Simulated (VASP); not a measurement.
Here is the system:

```
Sb
1.0
    3.89490    -2.07949    -0.02636
    3.89490     2.07949    -0.02636
    2.71531     0.00000     3.39278
Sb
2
Direct
  0.23554   0.23554   0.23554
  0.76446   0.76446   0.76446
```

Calculation: PBEsol GGA, VASP's PBE PAW potentials (set 64) (plane waves; VASP 6.6.1). Run with 480 eV cut-off, 8×8×8 Γ-centred mesh, Gaussian smearing of 0.050 eV, potentials Sb.

Task: The ions are relaxed. What does this cell relax into?

Result: 
```
Sb
1.0
    3.89490    -2.07949    -0.02636
    3.89490     2.07949    -0.02636
    2.71531     0.00000     3.39278
Sb
2
Direct
  0.23770   0.23770   0.24504
  0.76230   0.76230   0.75496
```
Space group C2/m (12), at a tolerance of 0.03 Å.

Task: How much energy does the relaxation gain?

Result: The energy (σ→0) changes by -10.6 meV/atom, in 8 ionic steps.

The compound is Sb in the a7 structure. This cell was strained or had an atom moved on purpose. Symmetry was kept, so distortions that lower it aren't found.
